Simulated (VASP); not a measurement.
Consider the following.

```yaml
crystal:
  lattice:
    - [0.00000, 2.01362, 2.01362]
    - [2.01362, 0.00000, 2.01362]
    - [2.01362, 2.01362, 0.00000]
  atoms:
    - { symbol: Li, position: [0.00000, 0.00000, 0.00000] }
    - { symbol: F, position: [0.50000, 0.50000, 0.50000] }
```

Method: optB86b-vdW, VASP's PBE PAW potentials (set 64) (plane waves; VASP). Settings: 520 eV cut-off, 11×11×11 Γ-centred mesh, Gaussian smearing of 0.050 eV, potentials Li_sv F.

Task: Predict the energy per atom (σ→0), band gap (on the k-mesh) with the smallest direct gap where there is one.

Result: 
```yaml
band gap (on the k-mesh): 9.21 eV
smallest direct gap (on the k-mesh): 9.21 eV
energy per atom (σ→0): -3.492 eV/atom
```

The absolute energy has meaning only against runs of the same code, potentials and settings.

The compound is LiF in the rock salt structure. It was relaxed first.
